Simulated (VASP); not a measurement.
**Cu₂Se (space group Fm-3m): computed properties**

All values below come from LDA (Ceperley-Alder, Perdew-Zunger), VASP's LDA PAW potentials (set 64) (plane waves; VASP 6.6.1).

```json
{
 "space_group": "Fm-3m (225)",
 "cell": "a = b = c = 5.654 Å, α = β = γ = 90.00°",
 "volume_per_atom": "15.06 Å³/atom",
 "band gap (over mesh and band path)": "none (metal, semimetal or under 0.01 eV)",
 "hill_bulk_modulus": "114 GPa",
 "hill_shear_modulus": "5.8 GPa",
 "Poisson's ratio": "0.475",
 "band_gap_with_spin_orbit_coupling": "none (metallic)",
 "density": "7.57 g/cm³",
 "optical Γ-point spectrum": "105 (×3), 114 (×3) cm⁻¹",
 "C11": "116 GPa",
 "C12": "113 GPa",
 "C44": "12.9 GPa"
}
```

```xyz
3
Lattice="0.0000 2.8268 2.8268 2.8268 0.0000 2.8268 2.8268 2.8268 0.0000" Properties=species:S:1:pos:R:3 pbc="T T T"
Cu     4.2402     4.2402     4.2402
Cu     1.4134     1.4134     1.4134
Se     0.0000     0.0000     0.0000
```

Finite-difference elastic constants of metals are sensitive to mesh and smearing; shear constants can be off by tens of GPa.

The structure comes from a computed database's Cu2Se entry (Fm-3m); how it stands against other phases isn't given here. It was relaxed first, which changed the volume by -7 %. Symmetry was kept, so distortions that lower it aren't found.
